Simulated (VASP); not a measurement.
Energy against volume of Rb (bcc). Calculation: r2SCAN meta-GGA, VASP's PBE PAW potentials (set 64) (plane waves; VASP).

```
V (Å³/atom)  E (eV/atom)
-----------  -----------
89.509         -13.91900
92.366         -13.92115
95.222         -13.92170
98.079         -13.92084
100.936        -13.91875
```

Fit a third-order Birch-Murnaghan equation of state.

| Item | Value |
|---|---|
| volume per atom | 94.84 Å³/atom |
| bulk modulus | 27 kbar |
| pressure derivative of the bulk modulus | 3.59 |
| lattice constant a | 5.746 Å |

Measured: a 5.576 Å at 0 K (computed value off by +3.0 %), as given by Gábor I. Csonka et al., Physical Review B (2009), arXiv:0903.4037 [low-temperature or extrapolated to 0 K; zero-point anharmonic expansion removed].

The compound is Rb in the bcc structure. It was relaxed first, which changed the volume by +5 %.
